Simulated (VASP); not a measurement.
# NaLaMnMoO6 (Cm) in VASP: a series of runs

Aim: see how the results for NaLaMnMoO6 move with the level of theory and the settings. Levels: SCAN, PBE, LDA, PBEsol, PBE+D2. Tasks: relaxation of cell and atoms.

Everything below comes from runs of VASP 6.6.1. Logs are shortened: lines on timing, memory, paths and dates and some standing lists are left out, and cuts for length are marked.

### Step 1. The crystal as given

The structure is monoclinic, space group Cm (No. 8). Conventional cell: a = 9.445 Å, b = 5.474 Å, c = 5.485 Å, α = 90.00°, β = 125.39°, γ = 90.00°. Na (site symmetry m) is surrounded by 7 O at 2.42 to 2.76 Å. La (site symmetry m) is surrounded by 7 O at 2.43 to 2.76 Å. Mn (site symmetry m) is surrounded by 6 O at 1.94 to 1.95 Å. Mo (site symmetry m) is surrounded by 6 O at 1.96 to 1.98 Å. O (site symmetry 1) is surrounded by 1 Mn at 1.94 Å and 1 Mo at 1.97 Å. O (site symmetry m) has 1 Mn at 1.94 Å and 1 Mo at 1.96 Å as nearest neighbours. Around O (site symmetry m) lie 1 Mn at 1.95 Å and 1 Mo at 1.98 Å. Around O (site symmetry 1) lie 1 Mn at 1.94 Å and 1 Mo at 1.97 Å.

The cell was built by a generator and needn't be a form met in nature.

### Step 2. Relaxation of cell and atoms, SCAN, collinear spin, ferromagnetic start

The input, INCAR:

```
PREC = Accurate
ENCUT = 600
EDIFF = 1E-6
ISMEAR = -1
SIGMA = 0.05
LREAL = F
LASPH = T
NELM = 120
ALGO = Normal
ISIF = 3
LWAVE = F
LCHARG = F
ISPIN = 2
MAGMOM = 0 0 4 1 0 0 0 0 0 0
LORBIT = 11
LMAXMIX = 6
METAGGA = SCAN
LMIXTAU = T
IBRION = 2
NSW = 40
EDIFFG = -0.01
KPAR = 4
```

The input, KPOINTS:

```
Automatic mesh
0
Gamma
  6 6 6
```

The input, POSCAR:

```
NaLaMnMoO6
1.0
    4.7224200000     -2.7368800000      0.0020400000
    4.7224200000      2.7368800000      0.0020400000
   -3.1779600000      0.0000000000      4.4700000000
Na La Mn Mo O
1 1 1 1 6
Direct
    0.2502100000      0.2502100000      0.7445900000
    0.7511700000      0.7511700000      0.2570700000
    0.4991800000      0.4991800000      0.4991700000
    0.0011000000      0.0011000000      0.0011400000
    0.2850300000      0.7810600000      0.2852000000
    0.7810600000      0.2850300000      0.2852000000
    0.2518700000      0.2518700000      0.1877500000
    0.7477700000      0.7477700000      0.8112400000
    0.2188300000      0.7140700000      0.7152500000
    0.7140700000      0.2188300000      0.7152500000
```

Potentials or basis: VASP PAW PBE potentials, release 64 (Na_pv, La, Mn_pv, Mo_sv, O).

On the command line:

```console
$ cat potpaw_PBE.64/Na_pv/POTCAR potpaw_PBE.64/La/POTCAR potpaw_PBE.64/Mn_pv/POTCAR potpaw_PBE.64/Mo_sv/POTCAR potpaw_PBE.64/O/POTCAR > POTCAR
$ mpirun -np 4 vasp_std > vasp.out
```

OUTCAR:

```text
PREC = Accurate
   ENCUT = 600
   EDIFF = 1E-6
   ISMEAR = -1
   LREAL = F
   LASPH = T
   NELM = 120
   ISIF = 3
   ISPIN = 2
   LORBIT = 11
   METAGGA = SCAN
   IBRION = 2
   NSW = 40
   EDIFFG = -0.01

 ion  position               nearest neighbor table
   1  0.250  0.250  0.745-
   2  0.751  0.751  0.257-   8 2.43   9 2.54  10 2.54   6 2.55   5 2.55   7 2.76   7 2.76   4 3.33
                             3 3.33   3 3.34   3 3.34   4 3.35   4 3.35   4 3.37   3 3.39
   3  0.499  0.499  0.499-   7 1.94   6 1.94   5 1.94   9 1.94  10 1.94   8 1.95   2 3.33   2 3.34
                             2 3.34   2 3.39
   4  0.001  0.001  0.001-   7 1.96   6 1.97   5 1.97   9 1.97  10 1.97   8 1.98   2 3.33   2 3.35
                             2 3.35   2 3.37
   5  0.285  0.781  0.285-   3 1.94   4 1.97   2 2.55
   6  0.781  0.285  0.285-   3 1.94   4 1.97   2 2.55
   7  0.252  0.252  0.188-   3 1.94   4 1.96   2 2.76   2 2.76
   8  0.748  0.748  0.811-   3 1.95   4 1.98   2 2.43
   9  0.219  0.714  0.715-   3 1.94   4 1.97   2 2.54
  10  0.714  0.219  0.715-   3 1.94   4 1.97   2 2.54

  LATTYP: Found a base centered monoclinic cell.
 ALAT       =     9.4448408812
 B/A-ratio  =     0.5795502612
 C/A-ratio  =     0.5806930802
 COS(beta)  =    -0.5790860831

  Lattice vectors:

 A1 = (   4.7224200000,  -2.7368800000,   0.0020400000)
 A2 = (   4.7224200000,   2.7368800000,   0.0020400000)
 A3 = (  -3.1779600000,   0.0000000000,   4.4700000000)

Analysis of symmetry for initial positions (statically):
=====================================================================
 Subroutine PRICEL returns:
 Original cell was already a primitive cell.

 Routine SETGRP: Setting up the symmetry group for a
 base centered monoclinic supercell.

 Subroutine GETGRP returns: Found  2 space group operations
 (whereof  2 operations were pure point group operations)
 out of a pool of  4 trial point group operations.

The static configuration has the point symmetry C_1h.

Analysis of symmetry for dynamics (positions and initial velocities):
=====================================================================
 Subroutine PRICEL returns:
 Original cell was already a primitive cell.

 Routine SETGRP: Setting up the symmetry group for a
 base centered monoclinic supercell.

 Subroutine GETGRP returns: Found  2 space group operations
[... 179 lines left out ...]
  ---------------------------------------------------
  ext. energy  EPLUGINS =         0.00000000
  ---------------------------------------------------
  free energy    TOTEN  =      -163.60079625 eV

  energy without entropy =     -163.57838116  energy(sigma->0) =     -163.58958871

------------------------ aborting loop because EDIFF is reached ----------------------------------------

  FORCE on cell =-STRESS in cart. coord.  units (eV):
  Direction    XX          YY          ZZ          XY          YZ          ZX
  --------------------------------------------------------------------------------------
  -------------------------------------------------------------------------------------
  Total       -3.6467174     -3.6233727     -3.6781674      0.0000000      0.0000000      0.0944330
  in kB      -50.5500340    -50.2264346    -50.9859875      0.0000000      0.0000000      1.3090107
  external PRESSURE =     -50.5874854 kB  Pullay stress =       0.0000000 kB
[... 113 lines left out ...]
  FREE ENERGIE OF THE ION-ELECTRON SYSTEM (eV)
  ---------------------------------------------------
  free  energy   TOTEN  =      -163.6933313545 eV

  energy  without entropy=     -163.6723807261  energy(sigma->0) =     -163.68285604

[... ionic steps 4 to 13 ...]

--------------------------------------- Ionic step       14  -------------------------------------------

 number of electron      81.0000003 magnetization      -1.0414105

------------------------ aborting loop because EDIFF is reached ----------------------------------------
[... 83 lines left out ...]
--------------------------------------- Ionic step       16  -------------------------------------------

 number of electron      81.0000003 magnetization      -1.0409339

 Free energy of the ion-electron system (eV)
  ---------------------------------------------------
  ext. energy  EPLUGINS =         0.00000000
  ---------------------------------------------------
  free energy    TOTEN  =      -163.70197231 eV

  energy without entropy =     -163.68101076  energy(sigma->0) =     -163.69149154

 E-fermi :   7.9353     XC(G=0): -12.2614

 val. band max:        7.9244272827   @ k =   0.1667  -0.0000   0.5000
 cond. band min:       7.9452335182   @ k =   0.1667   0.1667   0.3333
 fundamental gap:      0.0208062355
 Fermi energy:         7.9352803313

 spin component 1

 k-point     1 :       0.0000    0.0000    0.0000
  band No.  band energies     occupation
      1     -57.4358      1.00000
      2     -42.4523      1.00000
      3     -42.4363      1.00000
      4     -42.4152      1.00000
      5     -30.8865      1.00000
      6     -30.8780      1.00000
[... 1285 lines left out ...]
     50      10.9197      0.00000
     51      10.9739      0.00000

 [... further k-points ...]

 spin component 2

 k-point     1 :       0.0000    0.0000    0.0000
  band No.  band energies     occupation
      1     -56.4741      1.00000
      2     -45.2958      1.00000
      3     -45.2912      1.00000
      4     -45.2561      1.00000
      5     -29.8057      1.00000
      6     -29.7727      1.00000
[... 1324 lines left out ...]
  FREE ENERGIE OF THE ION-ELECTRON SYSTEM (eV)
  ---------------------------------------------------
  free  energy   TOTEN  =      -163.7019723107 eV

  energy  without entropy=     -163.6810107630  energy(sigma->0) =     -163.69149154

 reached required accuracy - stopping structural energy minimisation

 total charge

# of ion       s       p       d       f       tot
--------------------------------------------------
    1        0.040   5.984   0.000   0.000   6.024
    2        2.001   5.716   0.533   0.211   8.461
    3        0.362   6.445   4.930   0.000  11.738
    4        2.320   6.298   3.676   0.000  12.294
    5        1.569   3.521   0.000   0.000   5.090
    6        1.569   3.521   0.000   0.000   5.090
    7        1.569   3.515   0.000   0.000   5.084
    8        1.570   3.524   0.000   0.000   5.095
    9        1.569   3.521   0.000   0.000   5.090
   10        1.569   3.521   0.000   0.000   5.090
--------------------------------------------------
tot         14.137  45.569   9.139   0.211  69.057

 magnetization (x)

# of ion       s       p       d       f       tot
--------------------------------------------------
    1       -0.000  -0.001   0.000   0.000  -0.001
    2       -0.001  -0.001   0.009   0.017   0.024
    3       -0.001  -0.015  -2.178   0.000  -2.195
    4        0.016   0.014   1.174   0.000   1.204
    5       -0.000  -0.021   0.000   0.000  -0.021
    6       -0.000  -0.021   0.000   0.000  -0.021
    7       -0.000  -0.021   0.000   0.000  -0.021
    8        0.000  -0.017   0.000   0.000  -0.017
    9        0.000  -0.020   0.000   0.000  -0.020
   10        0.000  -0.020   0.000   0.000  -0.020
--------------------------------------------------
tot          0.014  -0.122  -0.996   0.017  -1.087
```

CONTCAR:

```text
NaLaMnMoO6
   1.00000000000000
     4.6758894067242629   -2.7064674871548409    0.0040904821577368
     4.6758894067242629    2.7064674871548409    0.0040904821577368
    -3.1465504307034422    0.0000000000000000    4.4261022645746566
  Na              La              Mn              Mo              O
     1     1     1     1     6
Direct
     0.2504447722798245    0.2504447722798245    0.7447677432266835
     0.7509597961933195    0.7509597961933195    0.2551030224906297
     0.4991139107038011    0.4991139107038011    0.4992133920945715
     0.0009737129400637    0.0009737129400637    0.0010729125987310
     0.2859773318281058    0.7782522935049661    0.2888658447445903
     0.7782522935049661    0.2859773318281058    0.2888658447445903
     0.2553793337802479    0.2553793337802479    0.1918138627035975
     0.7445079068679625    0.7445079068679625    0.8054361183269311
     0.2230536944276189    0.7116272474740896    0.7133606295348380
     0.7116272474740896    0.2230536944276189    0.7133606295348380

  0.00000000E+00  0.00000000E+00  0.00000000E+00
  0.00000000E+00  0.00000000E+00  0.00000000E+00
  0.00000000E+00  0.00000000E+00  0.00000000E+00
  0.00000000E+00  0.00000000E+00  0.00000000E+00
  0.00000000E+00  0.00000000E+00  0.00000000E+00
  0.00000000E+00  0.00000000E+00  0.00000000E+00
  0.00000000E+00  0.00000000E+00  0.00000000E+00
  0.00000000E+00  0.00000000E+00  0.00000000E+00
  0.00000000E+00  0.00000000E+00  0.00000000E+00
  0.00000000E+00  0.00000000E+00  0.00000000E+00
```

Run time: 2.7 h. Hardware: 4 MPI ranks of Intel Xeon Platinum 8488C (Sapphire Rapids), shared host; peak memory 1.1 GiB.

What came out:

```yaml
Free_energy: -163.7020 eV
Relaxed_volume: 11.21 Å³/atom
Relaxed_cell: a = 5.403 Å, b = 5.403 Å, c = 5.431 Å, α = 120.06°, β = 120.06°, γ = 60.13°
Space_group_after_relaxing_to_0.05_Å: Cm (No. 8)
Energy_gained_by_relaxing: 10.1 meV/atom
Ionic_steps: 16
Pressure_after_relaxing: 0.0 GPa
Largest_force_after_relaxing: 0.007 eV/Å
Band_gap_on_the_k_mesh: none (metal or under the smearing width)
Net_moment: -1.04 μB per cell
Site_moments: Na -0.00; La +0.02; Mn -2.19; Mo +1.20; O -0.02 μB
Valence_electrons_inside_the_program's_atomic_spheres: Na 6.02; La 8.46; Mn 11.74; Mo 12.29; O 5.09, 5.08
```

Forces on the atoms (eV/Å):
```
Na   0.003  0.000  0.003
La  -0.003  0.000  0.000
Mn  -0.003  0.000  0.000
Mo   0.004  0.000 -0.002
O   -0.003 -0.004 -0.001
O   -0.003  0.004 -0.001
O   -0.004  0.000  0.006
O   -0.002  0.000 -0.004
O    0.006  0.002 -0.001
O    0.006 -0.002 -0.001
```

Step by step:
| step | energy change (eV) | largest force (eV/Å) | pressure (GPa) | volume (Å³) |
| --- | --- | --- | --- | --- |
| 1 | 0.0000 | 0.5679 | -5.06 | 115.58 |
| 2 | -0.0593 | 0.1405 | 5.12 | 109.58 |
| 3 | -0.0925 | 0.2712 | 1.00 | 111.74 |
| 4 | -0.0978 | 0.1654 | -0.40 | 112.32 |
| 5 | -0.0999 | 0.0675 | 0.08 | 112.11 |
| 6 | -0.0999 | 0.0695 | 0.05 | 112.13 |
| 7 | -0.1005 | 0.0419 | -0.09 | 112.19 |
| 8 | -0.1008 | 0.0279 | -0.24 | 112.25 |
| 9 | -0.1010 | 0.0217 | 0.18 | 112.02 |
| 10 | -0.1011 | 0.0219 | 0.10 | 112.06 |
| 11 | -0.1011 | 0.0224 | 0.08 | 112.07 |
| 12 | -0.1011 | 0.0134 | 0.01 | 112.11 |
| 13 | -0.1011 | 0.0158 | 0.00 | 112.11 |
| 14 | -0.1012 | 0.0106 | -0.02 | 112.12 |
| 15 | -0.1012 | 0.0105 | -0.03 | 112.13 |
| 16 | -0.1012 | 0.0069 | 0.05 | 112.10 |

Final structure:
```
Na La Mn Mo O
1.0
     4.67589   -2.70647    0.00409
     4.67589    2.70647    0.00409
    -3.14655    0.00000    4.42610
Na La Mn Mo O
1 1 1 1 6
Direct
  0.25044 0.25044 0.74477
  0.75096 0.75096 0.25510
  0.49911 0.49911 0.49921
  0.00097 0.00097 0.00107
  0.28598 0.77825 0.28887
  0.77825 0.28598 0.28887
  0.25538 0.25538 0.19181
  0.74451 0.74451 0.80544
  0.22305 0.71163 0.71336
  0.71163 0.22305 0.71336
```

Levels at points of the mesh, in eV from the Fermi level:
Spin up:
| k point | band 36 | band 37 | band 38 | band 39 | band 40 | band 41 | band 42 | band 43 | band 44 | band 45 |
| --- | --- | --- | --- | --- | --- | --- | --- | --- | --- | --- |
| (0.00, 0.00, 0.00) | -3.07 | -2.99 | -2.87 | -1.54 | -1.45 | -1.39 | 0.68 | 0.81 | 1.40 | 1.48 |
| (0.50, 0.00, 0.00) | -3.38 | -3.35 | -3.13 | -0.14 | -0.04 | 0.09 | 0.50 | 0.57 | 0.60 | 2.36 |
| (0.50, 0.50, 0.00) | -3.62 | -3.52 | -2.70 | -1.48 | 0.21 | 0.29 | 0.84 | 0.85 | 1.22 | 1.24 |
| (0.00, 0.00, 0.50) | -3.27 | -3.21 | -2.99 | -0.19 | -0.18 | 0.10 | 0.51 | 0.51 | 0.60 | 2.35 |
| (0.50, 0.00, 0.50) | -3.49 | -3.47 | -2.85 | -1.47 | 0.24 | 0.47 | 0.68 | 0.88 | 1.01 | 1.43 |
| (0.50, 0.50, 0.50) | -3.30 | -3.24 | -2.99 | -0.22 | -0.04 | -0.02 | 0.46 | 0.56 | 0.63 | 2.42 |
Spin down:
| k point | band 38 | band 39 | band 40 | band 41 | band 42 | band 43 | band 44 | band 45 |
| --- | --- | --- | --- | --- | --- | --- | --- | --- |
| (0.00, 0.00, 0.00) | -3.20 | -3.08 | -3.00 | -2.76 | -0.02 | 0.21 | 1.24 | 1.42 |
| (0.50, 0.00, 0.00) | -3.23 | -2.92 | -2.73 | -2.63 | 1.22 | 1.29 | 1.35 | 1.71 |
| (0.50, 0.50, 0.00) | -3.57 | -2.80 | -2.46 | -2.33 | 0.23 | 1.01 | 1.23 | 1.71 |
| (0.00, 0.00, 0.50) | -3.06 | -2.97 | -2.81 | -2.64 | 1.15 | 1.20 | 1.41 | 1.68 |
| (0.50, 0.00, 0.50) | -3.52 | -2.93 | -2.40 | -2.34 | 0.03 | 1.02 | 1.41 | 1.78 |
| (0.50, 0.50, 0.50) | -3.11 | -2.98 | -2.79 | -2.64 | 1.16 | 1.27 | 1.31 | 1.72 |

Caveat: the PAW data sets were made with another functional, which shifts forces and pressure a little; a cell with one magnetic atom can't hold antiferromagnetic order, which such compounds often take; semilocal functionals often make such compounds metallic where correlation or magnetic order opens a gap, which also shifts bond lengths. Spin-orbit coupling is left out, which matters for the levels of La.

### Step 3. Relaxation of cell and atoms, PBE, collinear spin, ferromagnetic start

The input, INCAR:

```
SYSTEM = NaLaMnMoO6
ALGO = Normal
EDIFF = 1E-6
EDIFFG = -0.02
ENCUT = 600
GGA = PE
IBRION = 2
ISIF = 3
ISMEAR = -1
ISPIN = 2
KPAR = 4
LASPH = .True.
LCHARG = .False.
LMAXMIX = 6
LORBIT = 11
LREAL = .False.
LWAVE = .False.
MAGMOM = 0 0 4 1 0 0 0 0 0 0
NELM = 120
NSW = 40
PREC = Accurate
SIGMA = 0.05
```

The input, KPOINTS:

```
k-points
0
Gamma
  6 6 6
  0 0 0
```

POSCAR is that of step 2.

Potentials or basis: VASP PAW PBE potentials, release 64 (Na_pv, La, Mn_pv, Mo_sv, O).

On the command line:

```console
$ cat potpaw_PBE.64/Na_pv/POTCAR potpaw_PBE.64/La/POTCAR potpaw_PBE.64/Mn_pv/POTCAR potpaw_PBE.64/Mo_sv/POTCAR potpaw_PBE.64/O/POTCAR > POTCAR
$ mpirun -np 4 vasp_std > vasp.out
```

Run time: 46 min. Hardware: 4 MPI ranks of Intel Xeon Platinum 8559C (Emerald Rapids), shared host; peak memory 1.1 GiB.

It converged, with:

* Free energy: -78.6720 eV
* Relaxed volume: 11.65 Å³/atom
* Relaxed cell: a = 5.470 Å, b = 5.470 Å, c = 5.505 Å, α = 120.14°, β = 120.14°, γ = 60.28°
* Space group after relaxing (to 0.05 Å): Cm (No. 8)
* Energy gained by relaxing: 0.8 meV/atom
* Ionic steps: 12
* Pressure after relaxing: -0.1 GPa
* Largest force after relaxing: 0.011 eV/Å
* Band gap on the k mesh: none (metal or under the smearing width)
* Net moment: 2.26 μB per cell
* Site moments: Na +0.00; La -0.01; Mn +2.68; Mo -0.51; O +0.01, +0.02 μB
* Valence electrons inside the program's atomic spheres: Na 6.02; La 8.49; Mn 11.61; Mo 12.34; O 5.03, 5.02

Forces in eV/Å, atoms in the order of the input:
```
Na   0.003  0.000 -0.006
La   0.005  0.000  0.000
Mn  -0.001  0.000 -0.001
Mo   0.001  0.000  0.000
O   -0.002  0.007 -0.002
O   -0.002 -0.007 -0.002
O   -0.001  0.000 -0.010
O    0.008  0.000  0.000
O   -0.005  0.001  0.010
O   -0.005 -0.001  0.010
```

Step by step:
```csv
step,energy change (eV),largest force (eV/Å),pressure (GPa),volume (Å³)
1,0.0000,0.1509,0.43,115.58
2,-0.0041,0.0689,0.10,116.10
3,-0.0045,0.0780,-0.06,116.32
4,-0.0055,0.0599,-0.01,116.35
5,-0.0066,0.0894,0.07,116.40
6,-0.0073,0.0306,-0.07,116.47
7,-0.0075,0.0493,-0.17,116.52
8,-0.0078,0.0449,-0.01,116.42
9,-0.0078,0.0416,0.15,116.31
10,-0.0080,0.0236,0.05,116.37
11,-0.0080,0.0280,0.07,116.37
12,-0.0081,0.0112,-0.06,116.46
```

Final structure:
```cif
data_structure
_symmetry_space_group_name_H-M 'P 1'
_symmetry_Int_Tables_number 1
_cell_length_a 5.4698
_cell_length_b 5.4698
_cell_length_c 5.5054
_cell_angle_alpha 120.144
_cell_angle_beta 120.144
_cell_angle_gamma 60.284
_cell_volume 116.46
loop_
_atom_site_label
_atom_site_type_symbol
_atom_site_fract_x
_atom_site_fract_y
_atom_site_fract_z
_atom_site_occupancy
Na1 Na 0.25038 0.25038 0.74423 1
La1 La 0.75115 0.75115 0.25841 1
Mn1 Mn 0.49926 0.49926 0.49938 1
Mo1 Mo 0.00118 0.00118 0.00125 1
O1 O 0.28721 0.78486 0.28591 1
O2 O 0.78486 0.28721 0.28591 1
O3 O 0.25089 0.25089 0.18234 1
O4 O 0.74858 0.74858 0.81749 1
O5 O 0.21411 0.71268 0.71347 1
O6 O 0.71268 0.21411 0.71347 1
```

Levels at points of the mesh, in eV from the Fermi level:
Spin up:
| k point | band 40 | band 41 | band 42 | band 43 | band 44 | band 45 |
| --- | --- | --- | --- | --- | --- | --- |
| (0.00, 0.00, 0.00) | -2.51 | -2.33 | -0.73 | -0.51 | 0.83 | 0.94 |
| (0.50, 0.00, 0.00) | -1.82 | -1.74 | 0.58 | 0.67 | 0.68 | 0.89 |
| (0.50, 0.50, 0.00) | -1.65 | -1.57 | -0.47 | 0.25 | 0.72 | 0.99 |
| (0.00, 0.00, 0.50) | -1.86 | -1.78 | 0.51 | 0.56 | 0.79 | 0.87 |
| (0.50, 0.00, 0.50) | -1.61 | -1.49 | -0.69 | 0.20 | 0.84 | 1.16 |
| (0.50, 0.50, 0.50) | -1.91 | -1.75 | 0.48 | 0.68 | 0.72 | 0.87 |
Spin down:
```
           k point  band 35  band 36  band 37  band 38  band 39  band 40  band 41  band 42  band 43  band 44
(0.00, 0.00, 0.00)    -2.92    -2.83    -2.79    -2.65    -1.05    -1.04    -0.94     0.84     1.05     1.46
(0.50, 0.00, 0.00)    -3.57    -3.10    -3.06    -2.89     0.16     0.28     0.40     0.61     0.68     0.71
(0.50, 0.50, 0.00)    -3.77    -3.32    -3.23    -2.50    -1.08     0.48     0.52     0.93     0.95     1.32
(0.00, 0.00, 0.50)    -3.52    -2.98    -2.96    -2.71     0.08     0.12     0.43     0.62     0.64     0.70
(0.50, 0.00, 0.50)    -3.78    -3.18    -3.16    -2.64    -1.01     0.49     0.62     0.78     0.98     1.15
(0.50, 0.50, 0.50)    -3.52    -3.05    -2.93    -2.72     0.11     0.25     0.28     0.57     0.67     0.73
```

Caveat: a cell with one magnetic atom can't hold antiferromagnetic order, which such compounds often take; semilocal functionals often make such compounds metallic where correlation or magnetic order opens a gap, which also shifts bond lengths. With open d or f shells a metallic result of PBE can be an artefact of self-interaction; +U or a hybrid may open a gap.

(Part 1 of 3 ends here.)
